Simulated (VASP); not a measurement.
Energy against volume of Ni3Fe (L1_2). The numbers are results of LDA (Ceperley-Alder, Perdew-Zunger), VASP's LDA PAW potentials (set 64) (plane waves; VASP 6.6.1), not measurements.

```csv
V (Å³/atom),E (eV/atom)
9.607,-7.26662
9.913,-7.29153
10.220,-7.29921
10.527,-7.29248
10.833,-7.27362
```

Task: Fit a third-order Birch-Murnaghan equation of state.

Result: 
The volume per atom is 10.22 Å^3/atom and the bulk modulus is 251 GPa. The pressure derivative of the bulk modulus is 4.85. The lattice constant a comes out as 3.445 Å.

The compound is Ni3Fe in the L1_2 structure. It was relaxed first, which changed the volume by -9 %.
